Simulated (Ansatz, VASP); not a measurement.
# C (Diamond) in two plane-wave programs

Wanted: the spread between two codes on one cell, functional and k mesh. The cell is taken from a series of runs on this material, whose earlier steps may have relaxed, scaled, displaced or heated it; both programs get it as it stands.

Method: plane waves, with VASP 6.6.1 beside it; zone-centre phonons at LDA, in Ansatz 0.2.0.

### 1. Set-up

The structure is trigonal, space group R-3m (No. 166). The conventional cell has a = 2.547 Å, b = 2.547 Å, c = 6.103 Å, α = 90.00°, β = 90.00°, γ = 120.00°. C has 4 C at 1.53 to 1.56 Å nearest.

Coordinates:

```cif
data_structure
_symmetry_space_group_name_H-M 'P 1'
_symmetry_Int_Tables_number 1
_cell_length_a 2.5103
_cell_length_b 2.5103
_cell_length_c 2.5103
_cell_angle_alpha 60.973
_cell_angle_beta 60.973
_cell_angle_gamma 60.973
_cell_volume 11.43
loop_
_atom_site_label
_atom_site_type_symbol
_atom_site_fract_x
_atom_site_fract_y
_atom_site_fract_z
_atom_site_occupancy
C1 C 0.49983 0.49983 0.49983 1
C2 C 0.75017 0.75017 0.75017 1
```

### 2. Ansatz: zone-centre phonons, LDA, pair 1

Ansatz runs on its PAW soft_1 files.

Second derivatives magnify differences that forces hide, and they need a tight electronic threshold.

Input file input.yaml:

```yaml
crystal:
  lattice:
    - [-0.0261240634, 1.7749238879, 1.7749238879]
    - [1.7749238879, -0.0261240634, 1.7749238879]
    - [1.7749238879, 1.7749238879, -0.0261240634]
  atoms:
    - { symbol: C, position: [0.4998269007, 0.4998269007, 0.4998269007] }
    - { symbol: C, position: [0.7501730993, 0.7501730993, 0.7501730993] }
kpoints:
  mp_grid: { grid: [12, 12, 12] }
hamiltonian:
  xc: lda
  pseudopotentials: { kind: paw, azcp: { folder: soft_1 }, xc_functional: pbe }
scf:
  occupations: { method: fixed }
output:
  eigenvalues: true
phonons:
  method: dfpt
  dielectric: true
  rigid_motions: translations
```

Started as:

```bash
ansatz run input.yaml --threads 4 --pin off --max-ram 10240MiB --backend cpu --events-out ev --progress --plain --runs-dir out
```

Numbers of over 12 decimals in the logs are rounded to 6 here.

The log of the run:

```text
Engine: ansatz 0.2.0, aarch64-unknown-linux-gnu
Pseudopotentials: kind: paw
Pseudopotential: C, paw, valence charge 4, recommended cutoff 420 eV (normal), soft_1/C.paw.azcp
Functional definition: SPW92
  exchange = slater_x
  correlation = pw_c
Crystal: 2 atoms, lattice volume = 11.430 Å³
Basis set: ecut = 420 eV, 241 PW (Γ), exchange–correlation on 40×40×40 points (8 copies of the dense FFT grid, shifted against one another)
Bands: 8, of which v1, the nominal top of the filled ones, is band 4 counted from 1 (3 counted from 0)
Symmetry: 12 space group operations
k-points: 476 of 1728 (irreducible under 2 space group operations, time reversal used)
Non-local potential: C, projectors of the file, l = 0: 2, l = 1: 2, l = 2: 1
PAW form: soft (Blöchl's): semilocal exchange-correlation on the pseudo side does not see the compensation charge
PAW frozen core: C, regenerated for the run's functional, and the local potential with it (the file was generated under x = pbe(κ = 0.804, μ = 0.219515), c = pbe(β = 0.066725))
PAW one-centre angular grid: C, 110 points (default); XC on 64 Gauss nodes
Initial density: superposition of atomic densities (chi_scale 0.1, normalization cell)
Initial wavefunctions: pseudopotential atomic-orbital guess
Functional: x = slater, c = lda
SCF iter   1: F=—  HF=-486.616392 eV  |F-HF|=—  |Δ(HF+E_count)|=         —  Δρ=1.38e-1  dr2=1.55e0  ethr=3.10e-3  ⟨swp⟩=3.9  Hψ=21860  notcnv=0  defer=813
preconditioner: auto → none  [insulator: Δε(μ)=4.854 eV  Ē_g=19.422 eV  n_scr=0 (ndim 8)  ℏωp=31.1 eV  f_vac=0.000  ε∞_Penn≈3.6]
SCF iter   2: F=—  HF=-486.026160 eV  |F-HF|=—  |Δ(HF+E_count)|=   5.90e-1  Δρ=5.27e-2  dr2=1.97e-1  ethr=3.10e-3  ⟨swp⟩=2.7  Hψ=10291  notcnv=0  defer=779
SCF iter   3: F=—  HF=-485.955746 eV  |F-HF|=—  |Δ(HF+E_count)|=   7.04e-2  Δρ=5.62e-3  dr2=1.08e-3  ethr=2.46e-3  ⟨swp⟩=2.8  Hψ=6709  notcnv=0  defer=875
SCF iter   4: F=—  HF=-485.955787 eV  |F-HF|=—  |Δ(HF+E_count)|=   4.19e-5  Δρ=1.08e-4  dr2=3.52e-7  ethr=1.35e-5  ⟨swp⟩=2.6  Hψ=5500  notcnv=0  defer=952
SCF iter   5: F=—  HF=-485.955791 eV  |F-HF|=—  |Δ(HF+E_count)|=   3.05e-6  Δρ=3.75e-5  dr2=3.65e-8  ethr=4.39e-9  ⟨swp⟩=2.1  Hψ=5379  notcnv=0  defer=269
SCF iter   6: F=—  HF=-485.955791 eV  |F-HF|=—  |Δ(HF+E_count)|=   1.70e-9  Δρ=5.73e-6  dr2=1.18e-9  ethr=4.57e-10  ⟨swp⟩=1.7  Hψ=4492  notcnv=0  defer=268
SCF iter   7: F=—  HF=-485.955791 eV  |F-HF|=—  |Δ(HF+E_count)|=  4.23e-10  Δρ=2.03e-6  dr2=1.31e-10  ethr=1.25e-12  ⟨swp⟩=7.5  Hψ=20271  notcnv=0
SCF iter   8: F=-485.955791 eV  HF=-485.955791 eV  |F-HF|=4.55e-13  |Δ(HF+E_count)|=  4.98e-11  Δρ=1.28e-7  dr2=5.56e-13  ethr=1.25e-12  ⟨swp⟩=5.0  Hψ=12715  notcnv=0
SCF 1 converged in 8 iterations: F = -485.955791 eV  dr2 = 5.56e-13
  greatest PAW one-centre occupation: 0.637 electrons in one spin orbital (limit 2), on the C atom at site 1 (counted from 0), in its partial waves of l = 0
NSCF: frozen V_eff on 5 k-points
DFPT response loops at Γ: preconditioner auto → none (the input reference at scf.mixing.eps_inf says where Resta's filter doesn't serve); β = 0.50; Broyden in place of MSR1
── the response to a field inside a basis, on 12×12×12 k-points: an SCF that follows is theirs, and a resumed run solves both again ──
Bands: 5, of which v1, the nominal top of the filled ones, is band 4 counted from 1 (3 counted from 0)
k-points: 182 of 1728
Initial density: handed on by an earlier stage of this run
Initial wavefunctions: pseudopotential atomic-orbital guess (no wavefunctions were taken with the density)
Eigensolver: Dense (182 Hₖ)
SCF iter   1: F=—  HF=-485.958973 eV  |F-HF|=—  |Δ(HF+E_count)|=         —  Δρ=5.79e-4  dr2=4.67e-6  ethr=1.00e-1
preconditioner: auto → none  [insulator: Δε(μ)=4.283 eV  Ē_g=15.766 eV  n_scr=0 (ndim 8)  ℏωp=31.1 eV  f_vac=0.000  ε∞_Penn≈4.9]
SCF iter   2: F=—  HF=-485.958975 eV  |F-HF|=—  |Δ(HF+E_count)|=   1.95e-6  Δρ=2.88e-4  dr2=1.09e-6  ethr=5.84e-8
SCF iter   3: F=-485.958976 eV  HF=-485.958976 eV  |F-HF|=1.43e-9  |Δ(HF+E_count)|=   8.13e-7  Δρ=1.07e-5  dr2=1.73e-9  ethr=1.36e-8
SCF 1 converged in 3 iterations: F = -485.958976 eV  dr2 = 1.73e-9
  greatest PAW one-centre occupation: 0.638 electrons in one spin orbital (limit 2), on the C atom at site 0 (counted from 0), in its partial waves of l = 0
DFPT response loops at Γ: mixed as the last ones told, above
SCF converged after 8 iterations
Free energy (F): -485.955791 eV
Harris-Foulkes:  -485.955791 eV  (|F-HF|=4.55e-13)
Internal energy: -485.955791 eV  (E = F + TS)
E sigma→0 (E₀):  -485.955791 eV
Fermi energy:    12.982519 eV
--- Per-component energies (eV) ---
  E_band       = 32.743215
  E_kinetic    = 179.062955
  E_local      = -112.739536  (includes V_loc(G=0)·N_el)
  E_nonlocal   = 47.699857
  E_hartree    = 26.367570
  E_xc         = -94.538554
  E_vxc        = -117.057132  (∫ρ·V_xc dr)
  E_paw        = -184.884415  (= ΣΔE_a)
  E_vpaw       = -16.958106  (= ΣTr[D̂ρ^β])
  E_aug_tail   = 0.000036  (compensation charges beyond the density's cutoff)
  E_ewald      = -347.049369
  E_core_change = 0.125665  (= ΣΔE_core)
  E_smearing   = -0.000000  (= −TS)
  E_closure    = -0.000000  (closes the sum)
  Σ components = -485.955791   (vs F -485.955791, Δ=0.00e0)
--- Band table (eV; the first three rows and the last of 476) ---
  k-point 0: bands = ["-8.2801", "12.9398", "12.9398", "12.9825", "18.2704", "18.2704", "18.8534", "26.3061"]
  k-point 1: bands = ["-8.0908", "11.7030", "12.6300", "12.6712", "18.6832", "18.9664", "19.3302", "26.4374"]
  k-point 2: bands = ["-7.5253", "9.1790", "11.9576", "11.9929", "19.5835", "19.9522", "20.4102", "26.8178"]
  k-point 475: bands = ["-2.1656", "-0.3386", "9.9785", "9.9785", "21.1762", "21.1762", "21.3404", "28.1838"]
--- Phonons (Γ-DFPT): 1 representative perturbation + reference, on 476 of 1728 k-points (Σ response iterations 3) ---
  k mesh reduced under 2 symmetry operations, with k and −k counted as one. Each operation leaves every solved perturbation unchanged. A smaller set is not considered because the run solves the response to a homogeneous field
  ASR residual: 4.991e-5 → 0.000e0 eV/Å²; symmetrization residual: 4.263e-14 eV/Å²
  ASR residual per site (eV/Å²): 4.99e-5 4.99e-5
  Γ frequencies (cm⁻¹): 0.00 0.00 0.00 1253.09 1253.09 1312.60
  ε∞ (high-frequency dielectric tensor):
        5.829942    -0.079219    -0.079219
       -0.079219     5.829942    -0.079219
       -0.079219    -0.079219     5.829942
  ε⁰ (static dielectric tensor: ions relaxed, cell fixed):
        5.829942    -0.079219    -0.079219
       -0.079219     5.829942    -0.079219
       -0.079219    -0.079219     5.829942
  ε⁰ − ε∞ (ionic part):
        0.000000    -0.000000     0.000000
       -0.000000     0.000000    -0.000000
        0.000000    -0.000000     0.000000
  softest optical mode at Γ: 1253.09 cm⁻¹; the repairs (sum rule, projections) moved no ω² at Γ by more than (1.10 cm⁻¹)²
  Born effective charges Z* (e; rows j = field, columns β = displacement):
    site 0:
         0.00000    0.00000    0.00000
         0.00000    0.00000    0.00000
        -0.00000    0.00000    0.00000
    site 1:
         0.00000    0.00000   -0.00000
        -0.00000    0.00000    0.00000
         0.00000    0.00000    0.00000
  Z* charge neutrality: 4.937e-4 e pre-enforcement
  solved inside a basis spanned on kpoints, on 12×12×12 k-points, its susceptibility summed on 16×16×16: ε∞ is read to err by 1.6e-2, Z* by 4.4e-3 e (field_mesh: kpoints solves on kpoints)
  optical modes at Γ without the LO–TO term, one row a degenerate level:
      ω (cm⁻¹)  modes    IR ((D/Å)²/amu)
       1253.09      2             0.0000
       1312.60      1             0.0000
  optical modes at Γ + LO–TO along q̂ = [1.0000, 0.0000, 0.0000]:
      ω (cm⁻¹)  modes    IR ((D/Å)²/amu)
       1253.09      2             0.0000
       1312.60      1             0.0000
  optical modes at Γ + LO–TO along q̂ = [0.0000, 1.0000, 0.0000]:
      ω (cm⁻¹)  modes    IR ((D/Å)²/amu)
       1253.09      2             0.0000
       1312.60      1             0.0000
  optical modes at Γ + LO–TO along q̂ = [0.0000, 0.0000, 1.0000]:
      ω (cm⁻¹)  modes    IR ((D/Å)²/amu)
       1253.09      2             0.0000
       1312.60      1             0.0000
```

(Part 1 of 3 ends here.)

[Lines on the potential files, build, host, timing and source positions are cut from VASP's logs without a mark.]

[Logs are printed without paths, hosts, clocks, repeated set-up lines and the standing remarks that a program may print on its own settings, such as how far it seeks lower states.]

[Hosts, paths, dates, database ids (printed as entryN), source tags and the programs' standing remarks are cut or masked in the printed files.]
